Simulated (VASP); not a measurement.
Consider the following.

```yaml
crystal:
  lattice:
    - [3.19703, 0.00000, 0.00000]
    - [0.00000, 3.19703, 0.00000]
    - [0.00000, 0.00000, 3.19703]
  atoms:
    - { symbol: Ta, position: [0.00000, 0.00000, 0.00000] }
    - { symbol: Al, position: [0.50000, 0.50000, 0.50000] }
```

Method: PBEsol GGA, VASP's PBE PAW potentials (set 64) (plane waves; VASP). Run with 400 eV cut-off, 13×13×13 Γ-centred mesh, tetrahedra with Blöchl corrections, potentials Ta_pv Al.

Unless said otherwise, spin-orbit coupling is left out, though it shifts the bands of the heavy elements here.

Tabulate the total density of states (states/eV per cell) against energy (eV; zero at the valence-band maximum or, without a gap, the Fermi level).

(E (eV), DOS (states/eV)): (-9.90, 0.07); (-9.55, 0.12); (-9.19, 0.17); (-8.84, 0.20); (-8.60, 0.23); (-8.24, 0.27); (-7.89, 0.31); (-7.53, 0.36); (-7.17, 0.41); (-6.82, 0.51); (-6.46, 0.70); (-6.11, 1.43); (-5.87, 0.75); (-5.51, 0.59); (-5.16, 0.47); (-4.80, 0.45); (-4.45, 0.51); (-4.09, 0.98); (-3.73, 1.70); (-3.38, 1.14); (-3.14, 0.99); (-2.78, 1.02); (-2.43, 1.42); (-2.07, 1.84); (-1.72, 0.96); (-1.36, 0.44); (-1.00, 1.38); (-0.65, 2.02); (-0.41, 1.51); (-0.05, 1.78); (0.30, 2.36); (0.66, 1.58); (1.02, 2.40); (1.37, 1.40); (1.73, 1.08); (2.08, 0.72); (2.32, 0.60); (2.68, 0.59); (3.03, 0.12); (3.39, 0.26)
Within 2 eV below the Fermi level the largest weight inside VASP's projection spheres is Ta d.

The structure was generated: TaAl was put into the CsCl type type (Pm-3m), which need not be its known phase. It was relaxed first, which changed the volume by -40 %.
